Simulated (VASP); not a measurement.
The input files of a VASP run:

### INCAR
```
LWAVE  =  .False.
ISIF  =  3
LMAXMIX  =  4   # l cut-off of mixed one-centre charges
LREAL  =  .False.
EDIFF  =  1E-6   # SCF stop (eV)
PREC  =  Accurate
LASPH  =  .True.
SIGMA  =  0.05   # width (eV)
SYSTEM  =  RbBr
ISMEAR  =  0   # Gaussian
EDIFFG  =  -0.01
LCHARG  =  .False.
ALGO  =  Normal   # blocked Davidson
ENCUT  =  400   # plane-wave cut-off (eV)
IBRION  =  2   # conjugate gradients
NSW  =  60   # most ionic steps
NELM  =  100   # most electronic steps
GGA  =  PE
```

POSCAR:
```
RbBr
1
    0.0000000000     3.5108104928     3.5108104928
    3.5108104928     0.0000000000     3.5108104928
    3.5108104928     3.5108104928     0.0000000000
Rb Br
1 1
Direct
  0.0000000000   0.0000000000   0.0000000000
  0.5000000000   0.5000000000   0.5000000000
```

File KPOINTS:
```
Automatic mesh
0
Gamma
6 6 6
0 0 0
```

POTCAR, in this order: Rb_sv Br (PBE.64 set). Program: vasp_std.

Task: Translate this PBE calculation to Quantum ESPRESSO's pw.x.

Result: One equivalent input (not run):
```
&CONTROL
  calculation = 'vc-relax'
  pseudo_dir = './pseudo'
  outdir = './out'
  tprnfor = .true.
  tstress = .true.
  nstep = 60
  forc_conv_thr = 0.00039
/
&SYSTEM
  ibrav = 0
  nat = 2
  ntyp = 2
  ecutwfc = 46.3
  occupations = 'smearing'
  smearing = 'gaussian'
  degauss = 0.003675
  input_dft = 'pbe'
/
&ELECTRONS
  conv_thr = 7.3e-08
  electron_maxstep = 100
/
&IONS
/
&CELL
/
ATOMIC_SPECIES
  Rb 85.468 Rb.upf
  Br 79.904 Br.upf
CELL_PARAMETERS angstrom
     0.0000000    3.5108105    3.5108105
     3.5108105    0.0000000    3.5108105
     3.5108105    3.5108105    0.0000000
ATOMIC_POSITIONS crystal
  Rb   0.0000000  0.0000000  0.0000000
  Br   0.5000000  0.5000000  0.5000000
K_POINTS automatic
  6 6 6 0 0 0
```
The two are equivalent in intent, not identical: the potentials are each code's own (VASP's PAW set, PseudoDojo norm-conserving files in pw.x), so ENCUT and ecutwfc are chosen apart and not converted; conv_thr bounds pw.x's estimated SCF error, while EDIFF bounds the energy change between steps; forc_conv_thr acts on force components and is met together with etot_conv_thr.

The compound is RbBr in the rock salt structure. It was relaxed first, which changed the volume by +6 %. The start is the result of an earlier pass.
